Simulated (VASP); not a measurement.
```
PtSe
1.0
    0.00000     2.76480     2.76480
    2.76480     0.00000     2.76480
    2.76480     2.76480     0.00000
Pt Se
1 1
Direct
  0.00000   0.00000   0.00000
  0.50000   0.50000   0.50000
```

Computed with PBEsol GGA, VASP's PBE PAW potentials (set 64) (plane waves; VASP). Run with 400 eV cut-off, 10×10×10 Γ-centred mesh, first-order Methfessel-Paxton smearing of 0.10 eV, potentials Pt Se.

Energy and stress use the plane-wave basis of the starting cell.

Problem. The ions, cell shape and volume are relaxed. Predict the relaxed structure.

Solution. 
```
PtSe
1.0
    0.00000     2.60628     2.60628
    2.60628     0.00000     2.60628
    2.60628     2.60628     0.00000
Pt Se
1 1
Direct
  0.00000   0.00000   0.00000
  0.50000   0.50000   0.50000
```
Space group Fm-3m (225), at a tolerance of 0.03 Å.

Problem. How do energy and volume change from the first to the last step?

Solution. The energy (σ→0) changes by -220.6 meV/atom and the volume by -16.2 %, in 7 ionic steps.

The structure was generated: PtSe was put into the rock salt type (Fm-3m), which need not be its known phase. This run relaxes it. Symmetry was kept, so distortions that lower it aren't found.
